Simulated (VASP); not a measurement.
Set up this calculation in VASP 6.6.1, as the native input.

| Quantity | Value |
| --- | --- |
| Task | atomic charges |
| Functional | PBE |
| Potentials or basis | VASP PAW PBE potentials, release 64 (Ta_pv, As, Au, O) |
| Cutoff | 520 eV |
| k mesh | 4 × 4 × 4 |
| Occupations | fermi-dirac, width 0.05 eV |
| Spin | no spin polarisation |
| Further INCAR settings | ALGO = Normal; EDIFF = 1e-06 |

The structure of Ta3AsAu2O13 lies in POSCAR:

```
Ta3AsAu2O13
1.0
    5.2423700000      3.0266800000      4.1427300000
   -5.2423700000      3.0266800000      4.1427300000
    0.0000000000     -6.0533700000      4.1427300000
Ta As Au O
3 1 2 13
Direct
    0.2310800000      0.5722900000      0.2310800000
    0.2310800000      0.2310800000      0.5722900000
    0.5722900000      0.2310800000      0.2310800000
    0.5587800000      0.5587800000      0.5587800000
    0.9655900000      0.9655900000      0.9655900000
    0.7510500000      0.7510500000      0.7510500000
    0.4088400000      0.6676200000      0.4088400000
    0.4088400000      0.4088400000      0.6676200000
    0.6676200000      0.4088400000      0.4088400000
    0.4972600000      0.0131300000      0.3602400000
    0.3602400000      0.4972600000      0.0131300000
    0.0131300000      0.3602400000      0.4972600000
    0.3602400000      0.0131300000      0.4972600000
    0.0131300000      0.4972600000      0.3602400000
    0.4972600000      0.3602400000      0.0131300000
    0.1096300000      0.7480600000      0.1096300000
    0.1096300000      0.1096300000      0.7480600000
    0.7480600000      0.1096300000      0.1096300000
    0.3084000000      0.3084000000      0.3084000000
```

The cell was built by a generator and needn't be a form met in nature.

These files were run (other wordings do the same):

INCAR

```
PREC = Accurate
ENCUT = 520
EDIFF = 1E-6
ISMEAR = -1
SIGMA = 0.05
LREAL = False
LASPH = True
NELM = 100
ALGO = Normal
ISIF = 2
LWAVE = False
LCHARG = False
GGA = PE
LORBIT = 11
KPAR = 4
```

KPOINTS

```
Automatic mesh
0
Gamma
  4 4 4
```

Potentials or basis: VASP PAW PBE potentials, release 64 (Ta_pv, As, Au, O).

Run with:

```sh
$ cat potpaw_PBE.64/Ta_pv/POTCAR potpaw_PBE.64/As/POTCAR potpaw_PBE.64/Au/POTCAR potpaw_PBE.64/O/POTCAR > POTCAR
$ mpirun -np 4 vasp_std > vasp.out
```

It gave:

| Quantity | Value |
| --- | --- |
| Pressure | 0.6 GPa |
| Largest force | 0.340 eV/Å |
| Band gap on the k mesh | 1.06 eV, indirect (least direct gap 1.09 eV) |
| Valence electrons inside the program's atomic spheres | Ta 8.96; As 2.77; Au 9.43, 9.60; O 5.08, 4.95, 4.98, 5.07 |

Caveat: spin-orbit coupling is left out, which moves the levels of the heavy elements.

It took 4 min on 4 MPI ranks on Intel(R) Xeon(R) Platinum 8488C (Sapphire Rapids), with other jobs on the host, peak memory 0.66 GiB a rank.
